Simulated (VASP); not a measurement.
Here is the system:

```xyz
8
Lattice="3.1312 1.8078 7.2030 -3.1312 1.8078 7.2030 0.0000 -3.6156 7.2030" Properties=species:S:1:pos:R:3 pbc="T T T"
K      0.0000     0.0000    10.8045
K      0.0000     0.0000    19.8831
K      0.0000     0.0000     1.7260
Sb     0.0000     0.0000     5.2262
Sb     0.0000     0.0000    16.3829
Au     1.5656    -0.9039     7.2030
Au     0.0000     1.8078     7.2030
Au    -1.5656    -0.9039     7.2030
```

All values below come from LDA (Ceperley-Alder, Perdew-Zunger), VASP's LDA PAW potentials (set 64) (plane waves; VASP 6.6.1). Settings: 300 eV cut-off, 3×3×3 Γ-centred mesh, Fermi-Dirac smearing of 0.050 eV, potentials K_sv Sb Au.

At this cut-off the stress carries a Pulay error, which pulls relaxed volumes low.

**Question.** What does the run give for the energy per atom (σ→0), pressure, largest force?

**Answer.** 
energy per atom (σ→0): -3.715 eV/atom
pressure: -2.73 GPa
largest force: 0.00757 Ha/bohr

Total energies compare only between runs with the same potentials, cut-off and functional.

The structure comes from a computed database's K3Sb2Au3 entry (R-3m); how it stands against other phases isn't given here. The cell was not relaxed at this level.
